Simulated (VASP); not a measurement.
A run of VASP 6.6.1:

The input INCAR:

```
PREC     = Accurate       # precision mode
ENCUT    = 520            # plane-wave cutoff, eV
EDIFF    = 1E-6           # SCF threshold, eV
ISMEAR   = -1             # smearing method
SIGMA    = 0.02           # smearing width, eV
LREAL    = False          # projectors in reciprocal space
LASPH    = True           # aspherical terms in the spheres
NELM     = 100            # most SCF steps
ALGO     = Normal         # electronic algorithm
ISIF     = 2              # what is computed and relaxed
LWAVE    = False          # write WAVECAR
LCHARG   = False          # write CHGCAR
GGA      = PE             # functional
NBANDS   = 25             # bands
```

The input KPOINTS:

```
regular mesh
0
Gamma
  8 8 8
```

POSCAR

```
KAgF2
1.0
    1.8586834035      1.0731113633      5.9031650906
   -1.8586834035      1.0731113633      5.9031650906
    0.0000000000     -2.1462227267      5.9031650906
K Ag F
1 1 2
Direct
    1.0000000000      0.0000000000      0.0000000000
    0.5000000000      0.5000000000      0.5000000000
    0.2445526229      0.2445526229      0.2445526229
    0.7554473771      0.7554473771      0.7554473771
```

Potentials or basis: VASP PAW PBE potentials, release 64 (K_sv, Ag, F).

Launch:

```console
$ cat potpaw_PBE.64/K_sv/POTCAR potpaw_PBE.64/Ag/POTCAR potpaw_PBE.64/F/POTCAR > POTCAR
$ mpirun -np 1 vasp_std > vasp.out
```

Hardware: 1 thread of Intel(R) Xeon(R) 6975P-C (Granite Rapids), on a shared host.

Q: How long does it take, and how much memory?

A: Run time: 100 s on 1 thread of Intel(R) Xeon(R) 6975P-C (Granite Rapids) (shared host), peak memory 0.39 GiB. Counts: scf iterations 14, k points 65.
